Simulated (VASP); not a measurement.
# Sn₃Sb (space group C222): computed properties

Computed with PBEsol GGA, VASP's PBE PAW potentials (set 64) (plane waves; VASP).

```
Property                                                                                               Result
----------------------------------  -------------------------------------------------------------------------
space group                                                                                         C222 (21)
cell                                a = 3.128 Å, b = 8.313 Å, c = 8.365 Å, α = 90.00°, β = 90.00°, γ = 90.00°
volume per atom                                                                                 27.19 Å³/atom
band gap (over mesh and band path)                                   none (metal, semimetal or under 0.01 eV)
band gap with spin-orbit coupling                                                             none (metallic)
density                                                                                            7.30 g/cm³
```

Space group C222 (No. 21); a = 3.1279 Å, b = 8.3133 Å, c = 8.3648 Å, α = β = γ = 90.00°

```tsv
atom	site	symmetry	x	y	z
Sn	2d	222	0.5000	0.5000	0.5000
Sn	4k	..2	0.2500	0.2500	0.7477
Sb	2b	222	0.0000	0.5000	0.0000
```
(The calculation used a cell of 4 atoms; values per cell refer to that cell.)

Unless said otherwise, spin-orbit coupling is left out, though it shifts the bands of the heavy elements here.

The structure comes from a computed database's Sn3Sb entry (C222); how it stands against other phases isn't given here. It was relaxed first. Symmetry was kept, so distortions that lower it aren't found. The electron count is odd and the run is not spin-polarised, which forces a metal.
